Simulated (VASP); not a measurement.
Given:

```xyz
2
Lattice="2.8418 0.0000 0.0000 0.0000 2.8418 0.0000 0.0000 0.0000 2.8418" Properties=species:S:1:pos:R:3 pbc="T T T"
Ga     1.4209     1.4209     1.4209
Co     0.0000     0.0000     0.0000
```

Computed with revPBE GGA, VASP's PBE PAW potentials (set 64) (plane waves; VASP). Settings: 520 eV cut-off, 13×13×13 Γ-centred mesh, first-order Methfessel-Paxton smearing of 0.10 eV, potentials Ga_d Co.

Q: Give the stress tensor in GPa (positive for a compressed cell).

A: 
```
11.94   0.00   0.00
 0.00  11.94   0.00
 0.00   0.00  11.94
```
The pressure is its mean diagonal, 11.94 GPa.

The compound is CoGa in the CsCl type structure. This cell is one point of a volume scan, at 0.94 of the reference volume. The run is not spin-polarised, so no magnetic state was tried.
